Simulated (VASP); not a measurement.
```yaml
crystal:
  lattice:
    - [5.48629, 0.00000, 0.00000]
    - [-2.74315, 4.75127, 0.00000]
    - [0.00000, 0.00000, 4.19856]
  atoms:
    - { symbol: Sr, position: [0.00000, 0.00000, 0.00000] }
    - { symbol: Zn, position: [0.66667, 0.33333, 0.00000] }
    - { symbol: Zn, position: [0.33333, 0.66667, 0.00000] }
    - { symbol: Zn, position: [0.50000, 0.00000, 0.50000] }
    - { symbol: Zn, position: [0.50000, 0.50000, 0.50000] }
    - { symbol: Zn, position: [0.00000, 0.50000, 0.50000] }
```

The numbers are results of PBEsol GGA, VASP's PBE PAW potentials (set 64) (plane waves; VASP 6.6.1), not measurements. Numerical set-up: 300 eV cut-off, 5×5×5 Γ-centred mesh, Fermi-Dirac smearing of 0.10 eV, potentials Sr_sv Zn.

Problem. Give the energies of bands 28 to 41 at the high-symmetry points, in eV from the Fermi level.

Solution. 
| band | Γ | M | K | A | L | H |
|---|---|---|---|---|---|---|
| 28 | -6.55 | -6.78 | -6.83 | -6.53 | -6.76 | -6.71 |
| 29 | -6.47 | -6.59 | -6.48 | -6.53 | -6.53 | -6.71 |
| 30 | -6.47 | -6.47 | -6.33 | -6.43 | -5.77 | -5.26 |
| 31 | -3.48 | -6.43 | -6.33 | -6.41 | -4.67 | -5.26 |
| 32 | -2.40 | -2.82 | -4.38 | -2.16 | -4.64 | -4.15 |
| 33 | -2.40 | -2.21 | 0.48 | -1.17 | -3.98 | -4.15 |
| 34 | -0.72 | 0.02 | 0.48 | -1.17 | -1.34 | -1.93 |
| 35 | -0.03 | 1.52 | 0.73 | -0.22 | -0.57 | -1.65 |
| 36 | -0.03 | 1.71 | 0.73 | -0.22 | -0.27 | 1.86 |
| 37 | 0.17 | 2.00 | 1.00 | 0.04 | 1.27 | 1.86 |
| 38 | 3.44 | 2.35 | 2.87 | 0.52 | 3.02 | 2.75 |
| 39 | 4.45 | 3.62 | 2.87 | 0.52 | 4.17 | 2.75 |
| 40 | 4.45 | 3.71 | 4.08 | 4.21 | 4.56 | 4.24 |
| 41 | 5.53 | 3.72 | 5.26 | 4.21 | 5.21 | 5.89 |

It has no gap at this level: it comes out as a metal or semimetal.

The structure comes from a computed database's SrZn5 entry (P6/mmm); how it stands against other phases isn't given here. The cell was not relaxed at this level.
